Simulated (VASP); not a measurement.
Calculation: SCAN meta-GGA, VASP's PBE PAW potentials (set 64) (plane waves; VASP).

Input for VASP

**POSCAR**
```
YbS
1
    0.0000000000     2.8385000000     2.8385000000
    2.8385000000     0.0000000000     2.8385000000
    2.8385000000     2.8385000000     0.0000000000
Yb S
1 1
Direct
  0.5000000000   0.5000000000   0.5000000000
  0.0000000000   0.0000000000   0.0000000000
```

**KPOINTS**
```
Automatic mesh
0
Gamma
7 7 7
0 0 0
```

### INCAR
```
! general
SYSTEM =YbS
PREC   =Accurate
ENCUT  =400
LREAL  =.FALSE.
LASPH  =.TRUE.

! electronic loop
EDIFF  =1E-6
NELM   =100
ALGO   =Normal
LMAXMIX=6
LMIXTAU=.TRUE.

! smearing
ISMEAR =0
SIGMA  =0.05

! functional
METAGGA=SCAN

! ions
IBRION =2
NSW    =60
ISIF   =3
EDIFFG =-0.01

! output
LWAVE  =.FALSE.
LCHARG =.FALSE.
```

POTCAR, in this order: Yb_2 S (PBE.64 set). Program: vasp_std.

The 4f electrons are frozen in the core of the lanthanide potential, so 4f levels, which can set the real gap, and their magnetism are missing. Energy and stress use the plane-wave basis of the starting cell.

Predict the energy per atom (σ→0), volume per atom.

```
Quantity                        Result
---------------------  ---------------
energy per atom (σ→0)  -32.684 eV/atom
volume per atom          21.66 Å³/atom
```

File OSZICAR:
```
...
DAV:   4    -0.653686082470E+02   -0.10921E-03   -0.55784E-05   514   0.936E-02    0.932E-02
DAV:   5    -0.653686043485E+02    0.38985E-05   -0.15686E-04   470   0.139E-01    0.259E-02
DAV:   6    -0.653687300380E+02   -0.12569E-03   -0.58292E-05   446   0.972E-02    0.120E-02
DAV:   7    -0.653687202454E+02    0.97926E-05   -0.90954E-07   378   0.992E-03    0.100E-02
DAV:   8    -0.653687694929E+02   -0.49248E-04   -0.24868E-06   440   0.182E-02    0.540E-03
DAV:   9    -0.653687571030E+02    0.12390E-04   -0.88482E-07   388   0.879E-03    0.122E-03
DAV:  10    -0.653687568918E+02    0.21125E-06   -0.93011E-08   220   0.327E-03
   4 F= -.65368757E+02 E0= -.65368757E+02  d E =-.223619E-01
```

The structure comes from a measured YbS entry (Fm-3m) of the Crystallography Open Database, whose conditions weren't checked. This run relaxes it. Symmetry was kept, so distortions that lower it aren't found.
